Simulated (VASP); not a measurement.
Consider the following.

```yaml
crystal:
  lattice:
    - [0.00000, 1.99380, 1.99380]
    - [1.99380, 0.00000, 1.99380]
    - [7.93352, 7.93352, 0.04168]
  atoms:
    - { symbol: Pd, position: [0.99295, 0.99295, 0.00528] }
    - { symbol: Pd, position: [0.00705, 0.00705, 0.24472] }
    - { symbol: Au, position: [0.00846, 0.00846, 0.49365] }
    - { symbol: Au, position: [0.99154, 0.99154, 0.75635] }
```

Computed with PBEsol GGA, VASP's PBE PAW potentials (set 64) (plane waves; VASP 6.6.1). Run with 400 eV cut-off, Gaussian smearing of 0.050 eV, potentials Pd Au.

Unless said otherwise, spin-orbit coupling is left out, though it shifts the bands of the heavy elements here.

Problem. What does the run give for the band gap (along the path) with the smallest direct gap where there is one?

Solution. 
```json
{
  "band gap (along the path)": "none (metal, semimetal or under 0.01 eV)"
}
```

Total energies compare only between runs with the same potentials, cut-off and functional.

The structure was generated: Au2Pd2 was put into an ordered model structure (R-3m), which need not be its known phase. It was relaxed first.
